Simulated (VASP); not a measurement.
Computed with PBE GGA with D3 dispersion (Becke-Johnson damping), VASP's PBE PAW potentials (set 64) (plane waves; VASP 6.6.1).

A VASP calculation is set up with these files.

### KPOINTS
```
Automatic mesh
0
Gamma
11 11 8
0 0 0
```

File POSCAR:
```
Se
1
    4.0773409450    -0.0000000000    -0.0000000000
   -2.0386704725     3.5310806386    -0.0000000000
   -0.0000000000     0.0000000000     5.1317665380
Se
3
Direct
  0.2465516229   0.0000000000   0.3333330000
  0.0000000000   0.2465516229   0.6666670000
  0.7534483771   0.7534483771   1.0000000000
```

### INCAR
```
LASPH  =  .TRUE.   # aspherical one-centre terms
IVDW  =  12   # D3, Becke-Johnson
ENCUT  =  400
NBANDS  =  39
PREC  =  Accurate
LMAXMIX  =  4
LWAVE  =  .FALSE.
LOPTICS  =  .TRUE.
NELM  =  100   # most electronic steps
SIGMA  =  0.01   # width (eV)
EDIFF  =  1E-7   # SCF stop (eV)
ISMEAR  =  0   # Gaussian
GGA  =  PE
SYSTEM  =  Se
CSHIFT  =  0.1
ALGO  =  Normal   # blocked Davidson
LREAL  =  .FALSE.   # projection in real space or not
LCHARG  =  .FALSE.
NEDOS  =  1001   # DOS grid
```

POTCAR, in this order: Se (PBE.64 set). Program: vasp_std.

Output of the run:

OSZICAR:
```
       N       E                     dE             d eps       ncg     rms          rms(c)
DAV:   1     0.668796660756E+02    0.66880E+02   -0.52435E+03  8580   0.313E+02
DAV:   2    -0.719985744769E+01   -0.74080E+02   -0.69416E+02 10720   0.867E+01
DAV:   3    -0.104724163067E+02   -0.32726E+01   -0.32368E+01 10594   0.172E+01
DAV:   4    -0.104854057241E+02   -0.12989E-01   -0.12988E-01 10216   0.118E+00
DAV:   5    -0.104854419286E+02   -0.36204E-04   -0.36204E-04 10499   0.645E-02    0.689E+00
DAV:   6    -0.104422886033E+02    0.43153E-01   -0.12608E-02 10063   0.456E-01    0.422E+00
DAV:   7    -0.104297968862E+02    0.12492E-01   -0.36018E-02 10185   0.641E-01    0.182E-01
DAV:   8    -0.104292776562E+02    0.51923E-03   -0.43352E-03  9911   0.220E-01    0.796E-02
DAV:   9    -0.104293319456E+02   -0.54289E-04   -0.14140E-04 10673   0.345E-02    0.380E-02
DAV:  10    -0.104293625278E+02   -0.30582E-04   -0.20251E-05 10018   0.144E-02    0.546E-03
DAV:  11    -0.104293632647E+02   -0.73687E-06   -0.90600E-07 10914   0.354E-03    0.219E-03
DAV:  12    -0.104293634637E+02   -0.19902E-06   -0.48738E-07  9989   0.210E-03    0.558E-04
DAV:  13    -0.104293633878E+02    0.75891E-07   -0.20148E-08  8793   0.458E-04
   1 F= -.11491784E+02 E0= -.11491784E+02  d E =-.920112E-25
 imaginary and real dielectric function
```

### OUTCAR
```
------------------------ aborting loop because EDIFF is reached ----------------------------------------
 Edisp (eV)   -1.06242
  FORCE on cell =-STRESS in cart. coord.  units (eV):
  Direction    XX          YY          ZZ          XY          YZ          ZX
  --------------------------------------------------------------------------------------
  Total      -0.04745    -0.04745    -0.03799     0.00000     0.00000     0.00000
  in kB      -1.02892    -1.02892    -0.82382     0.00000     0.00000     0.00000
  external pressure =       -0.96 kB  Pullay stress =        0.00 kB
  volume of cell :       73.88
      direct lattice vectors                 reciprocal lattice vectors
     4.077340945  0.000000000  0.000000000     0.245257881  0.141599712  0.000000000
    -2.038670473  3.531080639  0.000000000     0.000000000  0.283199423  0.000000000
     0.000000000  0.000000000  5.131766538     0.000000000  0.000000000  0.194864671
 POSITION                                       TOTAL-FORCE (eV/Angst)
 -----------------------------------------------------------------------------------
      1.00528      0.00000      1.71059         0.016289      0.000000     -0.000000
     -0.50264      0.87059      3.42118        -0.008144      0.014106      0.000000
      1.53603      2.66049      0.00000        -0.008144     -0.014106      0.000000
 -----------------------------------------------------------------------------------
    total drift:                                0.000261     -0.000413      0.000010
  FREE ENERGIE OF THE ION-ELECTRON SYSTEM (eV)
  ---------------------------------------------------
  free  energy   TOTEN  =       -11.4917835003 eV

  energy  without entropy=      -11.4917835003  energy(sigma->0) =      -11.49178350

 plasma frequency squared (from intraband transitions) (eV^2)
  --------------------------------------------------------------------------------------
       0.000       0.000       0.000
       0.000       0.000       0.000
      -0.000       0.000       0.000

 plasma frequency squared (from interband transitions, int dw w eps(2)(w)) (eV^2)
  --------------------------------------------------------------------------------------
     321.099       0.000       0.000      -0.000      -0.000      -0.000
       0.000       0.000     321.099       0.000      -0.000       0.000
      -0.000       0.000      -0.000      -0.000     323.162       0.000
```
(Selected blocks of OUTCAR.)

The dielectric response may not be converged in the k-mesh; for small gaps it tends to come out too large.

The structure comes from a measured Se entry (P3_121) of the Crystallography Open Database, whose conditions weren't checked. It was relaxed first, which changed the volume by -6 %.
